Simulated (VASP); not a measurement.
TiGa11As12 (a cell with a defect):

```xyz
24
Lattice="0.0000 8.4805 8.4805 5.6537 0.0000 5.6537 5.6537 5.6537 0.0000" Properties=species:S:1:pos:R:3 pbc="T T T"
Ti    0.0763    8.3938    8.4201
Ga    8.4585    2.8392    5.6604
Ga    2.8240    0.0486    2.8332
Ga    5.6136    2.8299    2.8358
Ga    0.0276    2.8437    2.8245
Ga    8.4719    5.6592    8.4896
Ga    2.8240    2.8495    5.6481
Ga    5.6830    5.6529    5.6414
Ga   11.2787   11.3174   11.3053
Ga    8.5284    8.4940   11.2652
Ga    2.8687    5.6291    8.4919
Ga    5.6719    8.4857    8.4796
As    1.3800    1.4169    1.3976
As    4.2227    4.2580    1.4005
As    4.2506    1.3959    4.2934
As    7.0775    4.2444    4.2180
As    1.3956    4.2573    4.2502
As    4.2800    7.0675    4.2143
As    4.2743    4.2348    7.0598
As    7.0770    7.0747    7.0613
As    1.5163    6.9919    6.9787
As    4.2424    9.9048    7.0845
As    4.2398    7.0967    9.9025
As    7.0672    9.9052    9.8984
```

Program: VASP 6.6.1. Alike in all runs: task single point; potentials or basis VASP PAW PBE potentials, release 64 (Ti_sv, Ga_d, As); cell as given; k mesh 2 × 2 × 2; cutoff (eV) 350; smearing gaussian 0.03 eV; the mesh is coarse, so values aren't converged. Hardware: 4 MPI ranks on Intel(R) Xeon(R) 6975P-C (Granite Rapids) (shared host).

Order these runs on this cell by their wall time, lowest first.
A. level HSE06; spin collinear, zero start; fixed moment (μB) 0; grid for exact exchange (PRECFOCK) Fast; screening parameter 0.2 1/A
B. level PBEsol+U; spin collinear, ferromagnetic start; U Ti d U = 3 eV; fixed moment (μB) 2
C. level PBEsol+U; spin collinear, zero start; U Ti d U = 5 eV; fixed moment (μB) 0

B (280 s), C (660 s), A (1700 s).

Caveats: all runs use coarse meshes; the total moment is fixed, so each spin has its own Fermi level; the U is typed as a test and isn't derived for this compound (some runs).
